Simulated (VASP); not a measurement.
# CuI (Marshite): structure and properties in VASP, part 4 of 6

How well does r2SCAN reproduce what experiment finds for CuI (Marshite)? The cell is relaxed first, and properties follow on it. The start is a cell from a database of measured crystal structures.

VASP 6.6.1, plane waves and PAW; the level of theory is named at each step.

So far, least gap on mesh and path (eV): step 5 (bands along the symmetry lines (r2SCAN)) 1.69. The relaxed cell has a = 6.011 Å (conventional setting).

The database entry behind the starting cell differs from later determinations by our own check (about 0.15 % long (mineral sample)), so it need not match the best structure at ambient conditions.

### Step 7. Zone-centre phonons (r2SCAN)

Level of this step: r2SCAN; plane waves and PAW (Cu, I) (VASP).

Zone-centre modes test whether the atoms sit at a minimum within this cell. IBRION = 6 takes the force constants from differences of forces between displaced cells, so the forces must be tight.

INCAR reads:

```
SYSTEM = CuI
PREC = Accurate
ENCUT = 400
EDIFF = 1E-08
NELM = 100
ISMEAR = 0
SIGMA = 0.05
LREAL = .FALSE.
ALGO = Normal
METAGGA = R2SCAN
LASPH = .TRUE.
NBANDS = 15
LORBIT = 11
LWAVE = .FALSE.
LCHARG = .FALSE.
KPAR = 2
IBRION = 6
NFREE = 2
POTIM = 0.015
ISIF = 2
NSW = 1
```

POSCAR reads:

```
CuI
1.0
    0.0000000000      3.0055023643      3.0055023643
    3.0055023643      0.0000000000      3.0055023643
    3.0055023643      3.0055023643      0.0000000000
Cu I
1 1
Direct
    0.2500000000      0.2500000000      0.2500000000
    0.0000000000      0.0000000000      0.0000000000
```

KPOINTS reads:

```
Automatic mesh
0
Gamma
6 6 6
0 0 0
```

Potentials, in the order of the species: Cu and I (PBE family, release 64).

The run is started by

```console
$ mpirun -np 2 vasp_std
```

The log of the run:

```text
[... set-up lines as in an earlier step ...]
 entering main loop
       N       E                     dE             d eps       ncg     rms          rms(c)
DAV:   1     0.579214438479E+02    0.57921E+02   -0.66811E+03   480   0.107E+03
DAV:   2    -0.339493708998E+02   -0.91871E+02   -0.84363E+02   501   0.221E+02
DAV:   3    -0.389557413396E+02   -0.50064E+01   -0.49492E+01   634   0.592E+01
DAV:   4    -0.390809040388E+02   -0.12516E+00   -0.12512E+00   557   0.899E+00
DAV:   5    -0.390877032020E+02   -0.67992E-02   -0.67991E-02   722   0.239E+00    0.592E+00
DAV:   6    -0.361422228794E+02    0.29455E+01   -0.67573E+00   501   0.671E+01    0.469E+00
DAV:   7    -0.357862733276E+02    0.35595E+00   -0.10987E+00   613   0.374E+01    0.241E+00
DAV:   8    -0.358318785907E+02   -0.45605E-01   -0.50606E-01   622   0.204E+01    0.147E+00
DAV:   9    -0.357880902847E+02    0.43788E-01   -0.18208E-01   536   0.126E+01    0.945E-02
DAV:  10    -0.357894869391E+02   -0.13967E-02   -0.62185E-03   620   0.609E-01    0.105E-01
DAV:  11    -0.357896424674E+02   -0.15553E-03   -0.11217E-03   635   0.917E-01    0.100E-01
DAV:  12    -0.357895135142E+02    0.12895E-03   -0.35095E-04   641   0.572E-01    0.276E-02
DAV:  13    -0.357895063529E+02    0.71614E-05   -0.62515E-05   720   0.199E-01    0.760E-03
DAV:  14    -0.357895075890E+02   -0.12361E-05   -0.63044E-06   748   0.199E-02    0.684E-03
DAV:  15    -0.357895082054E+02   -0.61635E-06   -0.24254E-06   578   0.493E-02    0.443E-03
DAV:  16    -0.357895084347E+02   -0.22938E-06   -0.23779E-07   727   0.151E-02    0.156E-03
DAV:  17    -0.357895085351E+02   -0.10031E-06   -0.46429E-08   752   0.258E-03    0.773E-04
DAV:  18    -0.357895083837E+02    0.15131E-06   -0.23431E-08   456   0.373E-03    0.552E-04
DAV:  19    -0.357895083577E+02    0.26072E-07   -0.29159E-09   352   0.156E-03    0.231E-04
DAV:  20    -0.357895083644E+02   -0.67178E-08   -0.14709E-09   289   0.421E-04
   1 F= -.35789508E+02 E0= -.35789508E+02  d E =-.130849E-11
 Found     2 degrees of freedom:
 Finite differences POTIM= 0.01500 DOF=   2
 bond charge predicted
       N       E                     dE             d eps       ncg     rms          rms(c)
DAV:   1    -0.357858716792E+02    0.36367E-02   -0.13454E+00  1380   0.796E+00    0.114E-01
DAV:   2    -0.357891164056E+02   -0.32447E-02   -0.12570E-02  1917   0.117E+00    0.485E-02
DAV:   3    -0.357890861241E+02    0.30282E-04   -0.27728E-04  1912   0.354E-01    0.255E-02
DAV:   4    -0.357890847269E+02    0.13972E-05   -0.15652E-05  2210   0.709E-02    0.200E-02
DAV:   5    -0.357890821368E+02    0.25901E-05   -0.25731E-05  2153   0.534E-02    0.316E-03
DAV:   6    -0.357890825494E+02   -0.41256E-06   -0.50184E-07  2061   0.774E-03    0.237E-03
DAV:   7    -0.357890823940E+02    0.15541E-06   -0.38896E-07  1995   0.768E-03    0.140E-03
DAV:   8    -0.357890824536E+02   -0.59623E-07   -0.12095E-07  2195   0.464E-03    0.196E-04
DAV:   9    -0.357890824679E+02   -0.14326E-07   -0.21115E-09   956   0.400E-04    0.141E-04
DAV:  10    -0.357890824645E+02    0.34668E-08   -0.73896E-10   963   0.614E-04
   2 F= -.35789082E+02 E0= -.35789082E+02  d E =-.200344E-11
[...]
3 F= -.35789085E+02 E0= -.35789085E+02  d E =-.199985E-11
[...]
4 F= -.35789207E+02 E0= -.35789207E+02  d E =-.197212E-11
 Finite differences progress:
  Degree of freedom:   2/  2
  Displacement:        1/  2
  Total:               3/  4
 bond charge predicted
       N       E                     dE             d eps       ncg     rms          rms(c)
DAV:   1    -0.357855941999E+02    0.36127E-02   -0.33877E-01  1415   0.318E+00    0.130E-01
DAV:   2    -0.357890937876E+02   -0.34996E-02   -0.18040E-02  1730   0.958E-01    0.538E-02
DAV:   3    -0.357891788804E+02   -0.85093E-04   -0.54235E-04  2141   0.180E-01    0.450E-02
DAV:   4    -0.357891931694E+02   -0.14289E-04   -0.19391E-05  2017   0.468E-02    0.277E-02
DAV:   5    -0.357891992791E+02   -0.61098E-05   -0.75311E-06  2172   0.423E-02    0.104E-02
DAV:   6    -0.357891989115E+02    0.36761E-06   -0.12269E-06  1837   0.302E-02    0.743E-03
DAV:   7    -0.357891990223E+02   -0.11078E-06   -0.18759E-07  1915   0.458E-03    0.319E-03
DAV:   8    -0.357891990160E+02    0.63305E-08   -0.24140E-08  1737   0.127E-03
   5 F= -.35789199E+02 E0= -.35789199E+02  d E =-.198210E-11
 Finite differences progress:
  Degree of freedom:   2/  2
  Displacement:        2/  2
  Total:               4/  4
```

Elapsed: 5.4 min, on 2 MPI ranks of AMD EPYC 7R43, shared host; peak memory 0.3 GiB; 11 min of CPU time.

Parts of OUTCAR (step 7):

```text
   NELECT =      18.0000    total number of electrons

 E-fermi :   4.7650

 k-point     1 :       0.0000    0.0000    0.0000
  band No.  band energies     occupation
    ...
      5       2.6009      2.00000
      6       2.6011      2.00000
      7       4.5359      2.00000
      8       4.5438      2.00000
      9       4.5512      2.00000
     10       6.2321      0.00000
     11       9.7507      0.00000
     12       9.7540      0.00000
     13       9.7582      0.00000
     14      13.2366      0.00000
    ...

  Total        0.0066034      0.0076541      0.0076541      0.0000000     -0.0574142      0.0000000
  in kB        0.1948471      0.2258528      0.2258528      0.0000000     -1.6941389      0.0000000
  external PRESSURE =       0.2155176 kB  Pullay stress =       0.0000000 kB

 POSITION                                       TOTAL-FORCE (eV/Angst)
 -----------------------------------------------------------------------------------
      1.50275      1.50275      1.50275        -0.040383     -0.000000     -0.000000
     -0.01500      0.00000      0.00000         0.040383      0.000000      0.000000
 -----------------------------------------------------------------------------------
    total drift:                                0.000729      0.000008      0.000007

  FREE ENERGIE OF THE ION-ELECTRON SYSTEM (eV)
  ---------------------------------------------------
  free  energy   TOTEN  =       -35.7891990160 eV

  energy  without entropy=      -35.7891990160  energy(sigma->0) =      -35.78919902

 Eigenvectors and eigenvalues of the dynamical matrix
 ----------------------------------------------------

   1 f  =    4.159142 THz    26.132661 2PiTHz  138.734052 cm-1    17.200822 meV
             X         Y         Z           dx          dy          dz
      1.502751  1.502751  1.502751    -0.837124    0.000000    0.000000
      0.000000  0.000000  0.000000     0.547013    0.000000    0.000000

   2 f  =    4.159142 THz    26.132661 2PiTHz  138.734052 cm-1    17.200822 meV
             X         Y         Z           dx          dy          dz
      1.502751  1.502751  1.502751     0.000000    0.837124    0.000000
      0.000000  0.000000  0.000000     0.000000   -0.547013    0.000000

   3 f  =    4.159142 THz    26.132661 2PiTHz  138.734052 cm-1    17.200822 meV
             X         Y         Z           dx          dy          dz
      1.502751  1.502751  1.502751     0.000000    0.000000    0.837124
      0.000000  0.000000  0.000000     0.000000    0.000000   -0.547013

   4 f/i=    0.154111 THz     0.968306 2PiTHz    5.140579 cm-1     0.637350 meV
             X         Y         Z           dx          dy          dz
      1.502751  1.502751  1.502751    -0.547013    0.000000    0.000000
      0.000000  0.000000  0.000000    -0.837124    0.000000    0.000000

   5 f/i=    0.154111 THz     0.968306 2PiTHz    5.140579 cm-1     0.637350 meV
             X         Y         Z           dx          dy          dz
      1.502751  1.502751  1.502751     0.000000    0.000000   -0.547013
      0.000000  0.000000  0.000000     0.000000    0.000000   -0.837124

   6 f/i=    0.154111 THz     0.968306 2PiTHz    5.140579 cm-1     0.637350 meV
             X         Y         Z           dx          dy          dz
      1.502751  1.502751  1.502751     0.000000   -0.547013    0.000000
      0.000000  0.000000  0.000000     0.000000   -0.837124    0.000000

 ELASTIC MODULI CONTR FROM IONIC RELAXATION (kBar)
 Direction    XX          YY          ZZ          XY          YZ          ZX
 --------------------------------------------------------------------------------
 XX          -0.0000     -0.0000     -0.0000      0.0000      0.0000      0.0000
 YY          -0.0000     -0.0000     -0.0000      0.0000      0.0000     -0.0000
 ZZ          -0.0000     -0.0000     -0.0000      0.0000      0.0000      0.0000
 XY           0.0000      0.0000      0.0000   -141.1464      0.0000      0.0000
 YZ           0.0000      0.0000      0.0000      0.0000   -141.1464      0.0000
 ZX           0.0000     -0.0000      0.0000      0.0000      0.0000   -141.1464
 --------------------------------------------------------------------------------

[... 8 parts as in an earlier step ...]

[... 9 further parts left out ...]
```

The last energy, forces, stress and levels in OUTCAR belong to the last displaced cell, not to the cell of POSCAR.

This step gave:

```yaml
bands: 15
irreducible_k_points: 16
pressure_of_the_cell: 0.01552 GPa
largest_force_of_the_cell: 0 eV/Å
```

Transverse limit, no LO-TO splitting. Modes at Γ, with each element's share of the kinetic energy (negative means imaginary):

```csv
mode,frequency (cm⁻¹),symmetry,Cu %,I %
1,-5.1,acoustic,30,70
2,-5.1,acoustic,30,70
3,-5.1,acoustic,30,70
4,138.7,T2,70,30
5,138.7,T2,70,30
6,138.7,T2,70,30
```

Displacements in mode 6 (138.7 cm⁻¹), the largest set to 1:
```
Cu1 -1.00  0.00  0.00
I2   0.46  0.00  0.00
```

The three acoustic modes lie within 5.1 cm⁻¹ of zero, and all others are real. By the characters of their eigenvectors the optical modes sort into (cm⁻¹) Raman active: T2 139; infrared active: T2 139.

### Step 8. Optical spectrum (r2SCAN)

LOPTICS sums transitions from filled to empty bands. The mesh is finer than in the run before. NBANDS is raised for it.

INCAR reads:

```
SYSTEM = CuI
PREC = Accurate
ENCUT = 400
EDIFF = 1E-06
NELM = 100
ISMEAR = 0
SIGMA = 0.05
LREAL = .FALSE.
ALGO = Normal
METAGGA = R2SCAN
LASPH = .TRUE.
NBANDS = 25
LORBIT = 11
LWAVE = .FALSE.
LCHARG = .FALSE.
KPAR = 2
LOPTICS = .TRUE.
NEDOS = 1500
CSHIFT = 0.1
```

POSCAR is that of step 7.

KPOINTS reads:

```
Automatic mesh
0
Gamma
8 8 8
0 0 0
```

The run is started by

```console
$ mpirun -np 2 vasp_std
```

The log of the run:

```text
[... set-up lines as in an earlier step ...]
 entering main loop
       N       E                     dE             d eps       ncg     rms          rms(c)
DAV:   1     0.672067748764E+02    0.67207E+02   -0.59892E+03  1490   0.639E+02
DAV:   2    -0.301809164430E+02   -0.97388E+02   -0.83275E+02  1597   0.174E+02
DAV:   3    -0.388646465803E+02   -0.86837E+01   -0.84946E+01  1836   0.518E+01
DAV:   4    -0.390822971932E+02   -0.21765E+00   -0.21728E+00  1755   0.748E+00
DAV:   5    -0.390910776764E+02   -0.87805E-02   -0.87791E-02  2052   0.172E+00    0.600E+00
DAV:   6    -0.361499263086E+02    0.29412E+01   -0.42928E+00  1745   0.403E+01    0.474E+00
DAV:   7    -0.357878751799E+02    0.36205E+00   -0.72292E-01  1954   0.229E+01    0.240E+00
DAV:   8    -0.358260468002E+02   -0.38172E-01   -0.26775E-01  1882   0.114E+01    0.134E+00
DAV:   9    -0.357905291882E+02    0.35518E-01   -0.11774E-01  1778   0.780E+00    0.182E-01
DAV:  10    -0.357914837980E+02   -0.95461E-03   -0.54373E-03  2080   0.554E-01    0.152E-01
DAV:  11    -0.357916420455E+02   -0.15825E-03   -0.17324E-04  2171   0.184E-01    0.144E-01
DAV:  12    -0.357913326964E+02    0.30935E-03   -0.55787E-04  1942   0.634E-01    0.274E-02
DAV:  13    -0.357913465629E+02   -0.13866E-04   -0.67507E-05  2315   0.796E-02    0.152E-02
DAV:  14    -0.357913484220E+02   -0.18591E-05   -0.20621E-06  1756   0.786E-03    0.122E-02
DAV:  15    -0.357913498127E+02   -0.13907E-05   -0.38552E-07  1711   0.175E-02    0.399E-03
DAV:  16    -0.357913488158E+02    0.99692E-06   -0.70135E-07   820   0.160E-02
   1 F= -.35791349E+02 E0= -.35791349E+02  d E =-.257357E-11
 optical routines
 imaginary and real dielectric function
 direction            1
 direction            2
 direction            3
```

Wall time 90 s (2 MPI ranks); peak memory 0.32 GiB.

Parts of OUTCAR (step 8):

```text
   k-points           NKPTS =     29   k-points in BZ     NKDIM =     29   number of bands    NBANDS=     25

   NELECT =      18.0000    total number of electrons

 E-fermi :   4.7549

 k-point     1 :       0.0000    0.0000    0.0000
  band No.  band energies     occupation
    ...
      5       2.6002      2.00000
      6       2.6002      2.00000
      7       4.5429      2.00000
      8       4.5429      2.00000
      9       4.5429      2.00000
     10       6.2312      0.00000
     11       9.7533      0.00000
     12       9.7535      0.00000
     13       9.7535      0.00000
     14      13.2363      0.00000
    ...

  Total        0.0006082      0.0006082      0.0006082      0.0000000     -0.0000000      0.0000000
  in kB        0.0179454      0.0179454      0.0179454      0.0000000     -0.0000000      0.0000000
  external PRESSURE =       0.0179454 kB  Pullay stress =       0.0000000 kB

  FREE ENERGIE OF THE ION-ELECTRON SYSTEM (eV)
  ---------------------------------------------------
  free  energy   TOTEN  =       -35.7913488158 eV

  energy  without entropy=      -35.7913488158  energy(sigma->0) =      -35.79134882

 plasma frequency squared (from intraband transitions) (eV^2)
  --------------------------------------------------------------------------------------
       0.000       0.000       0.000
       0.000       0.000       0.000
       0.000       0.000       0.000

[... 9 parts as in an earlier step ...]

[... 8 further parts left out ...]
```

These are independent-particle spectra without excitons or local fields, and fine structure depends on the mesh and on CSHIFT.

Numbers from this step:

```
SCF cycles           : 16
bands                : 25
irreducible k-points : 29
Fermi energy         : 4.755 eV
pressure             : 0.001795 GPa
```

The imaginary dielectric function, xx has structure finer than the step of the table below, so its rows give means over 1 eV, whole bins alone (the curve runs from 0 to 25.0 eV). Peaks (eV: height): 3.2: 3.90, 4.0: 4.91, 4.7: 9.18, 6.2: 7.08, 7.2: 11.4, 8.0: 8.36, 9.4: 4.58.

Table of imaginary dielectric function, xx by photon energy; means over each step:

photon energy (eV), imaginary dielectric function, xx and a bar:
```
        1        0.1 
        2        0.7 ##
        3        2.0 ########
        4        3.7 ##############
        5        6.7 ##########################
        6        5.8 #######################
        7        7.7 ##############################
        8        6.5 #########################
        9        3.5 #############
       10        3.5 ##############
       11        2.0 #######
       12        1.3 #####
       13        1.1 ####
       14        1.0 ####
       15        0.8 ###
       16        0.7 ##
       17        0.6 ##
       18        0.5 ##
       19        0.4 #
       20        0.4 #
       21        0.3 #
       22        0.3 #
       23        0.2 #
       24        0.1
```

Real dielectric function, xx against photon energy:

```csv
photon energy (eV),"real dielectric function, xx"
0,5.89
1,6.14
2,6.68
3,8.65
4,7.18
5,4.51
6,5.03
7,5.58
8,-1.37
9,-0.884
10,-1.06
11,-1.53
12,-0.835
13,-0.346
14,-0.495
15,-0.332
16,-0.239
17,-0.0683
18,0.0958
19,0.102
20,0.189
21,0.147
22,0.269
23,0.286
24,0.315
```

The mean of ε2 over directions passes 5 % of its top at 1.61 eV, against a least direct gap of 1.69 eV on this mesh; what lies under the gap is the tail of the broadening by CSHIFT.

[end of part 4 of 6]

[Lines on the potential files, build, host, timing and source positions are cut from VASP's logs without a mark.]

[Logs are printed without paths, hosts, clocks, repeated set-up lines and the standing remarks that a program may print on its own settings, such as how far it seeks lower states.]

[Hosts, paths, dates, database ids (printed as entryN), source tags and the programs' standing remarks are cut or masked in the printed files.]

[A measured line is paired with the nearest computed mode of its activity, which favours agreement.]
